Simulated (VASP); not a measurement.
Consider the following.

```xyz
2
Lattice="0.0000 2.7065 2.7065 2.7065 0.0000 2.7065 2.7065 2.7065 0.0000" Properties=species:S:1:pos:R:3 pbc="T T T"
Zn     0.0000     0.0000     0.0000
S      1.3532     1.3532     1.3532
```

These are rev-vdW-DF2, VASP's PBE PAW potentials (set 64) (plane waves; VASP) values and carry that method's errors. Run with 520 eV cut-off, 8×8×8 Γ-centred mesh, Gaussian smearing of 0.050 eV, potentials Zn S.

Task: Give the energy at these volumes per atom, relative to the lowest: 18.61, 19.20, 19.79, 20.39, 20.98 Å³.

Result: 19.1, 4.7, 0.0, 3.4, 13.8 meV/atom. A third-order Birch-Murnaghan fit gives B0 = 72.8 GPa and B0′ = 4.5.

Measured: bulk modulus 77.1 GPa (computed value off by -5.5 %), as given by Cormac Toher et al., Physical Review Materials (2017), arXiv:1611.05714; a 5.410 Å (computed value off by +0.1 %), as given by Martin Albrecht et al., Physical review. B, Condensed matter (1997), arXiv:cond-mat/9706128. The calculation is for a static lattice, while the measured bulk modulus, a hold thermal and zero-point effects, which are part of the difference.

The compound is ZnS in the zinc blende structure. It was relaxed first.
